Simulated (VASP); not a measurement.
The cell holds one BN (hex) bilayer, with vacuum along c. Ionisation potential and electron affinity count from the cell's own band edges, surface states included.

```yaml
crystal:
  lattice:
    - [2.50996, 0.00000, 0.00000]
    - [-1.25498, 2.17369, 0.00000]
    - [0.00000, 0.00000, 19.00870]
  atoms:
    - { symbol: B, position: [0.66667, 0.33333, 0.41386] }
    - { symbol: B, position: [0.33333, 0.66667, 0.58614] }
    - { symbol: N, position: [0.33333, 0.66667, 0.41386] }
    - { symbol: N, position: [0.66667, 0.33333, 0.58614] }
```

Calculation: optB88-vdW, VASP's PBE PAW potentials (set 64) (plane waves; VASP 6.6.1). Settings: 500 eV cut-off, 12×12×1 Γ-centred mesh, Gaussian smearing of 0.050 eV, potentials B N.

Q: Predict its energy to cut it from the bulk, per area, ionisation potential, electron affinity, band gap (on the k-mesh).

A: 
```json
{
  "energy_to_cut_it_from_the_bulk_per_area": "27.8 meV/Å²",
  "ionisation_potential": "6.08 eV",
  "electron_affinity": "1.58 eV",
  "band gap (on the k-mesh)": "4.50 eV"
}
```

The cell is a sheet with vacuum, built from BN (hex).
